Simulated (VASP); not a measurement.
Here is the system:

```
BiSe
1.0
    0.00000     3.03288     3.03288
    3.03288     0.00000     3.03288
    3.03288     3.03288     0.00000
Bi Se
1 1
Direct
  0.00000   0.00000   0.00000
  0.50000   0.50000   0.50000
```

All values below come from PBEsol GGA with spin-orbit coupling, VASP's PBE PAW potentials (set 64) (plane waves; VASP). Run with 400 eV cut-off, 9×9×9 Γ-centred mesh, Gaussian smearing of 0.050 eV, potentials Bi_d Se.

Give the energies of bands 15 to 27 at the high-symmetry points, in eV from the Fermi level.

| band | Γ | X | U | L | W |
|---|---|---|---|---|---|
| 15 | -3.44 | -6.26 | -5.84 | -2.46 | -5.64 |
| 16 | -3.44 | -6.26 | -5.84 | -2.46 | -5.64 |
| 17 | -2.61 | -4.66 | -4.05 | -2.22 | -5.29 |
| 18 | -2.61 | -4.66 | -4.05 | -2.22 | -5.29 |
| 19 | -2.61 | -4.10 | -3.52 | -1.85 | -1.82 |
| 20 | -2.61 | -4.10 | -3.52 | -1.85 | -1.82 |
| 21 | 1.32 | 2.59 | 1.57 | -1.40 | -0.09 |
| 22 | 1.32 | 2.59 | 1.57 | -1.40 | -0.09 |
| 23 | 3.60 | 3.05 | 2.71 | -0.27 | 3.74 |
| 24 | 3.60 | 3.05 | 2.71 | -0.27 | 3.74 |
| 25 | 3.60 | 4.70 | 4.24 | 0.49 | 4.00 |
| 26 | 3.60 | 4.70 | 4.24 | 0.49 | 4.00 |
| 27 | 5.40 | 5.02 | 4.67 | 7.61 | 5.99 |

It has no gap at this level: it comes out as a metal or semimetal.

The structure comes from a measured BiSe entry (Fm-3m) of the Crystallography Open Database, whose conditions weren't checked. It was relaxed first.
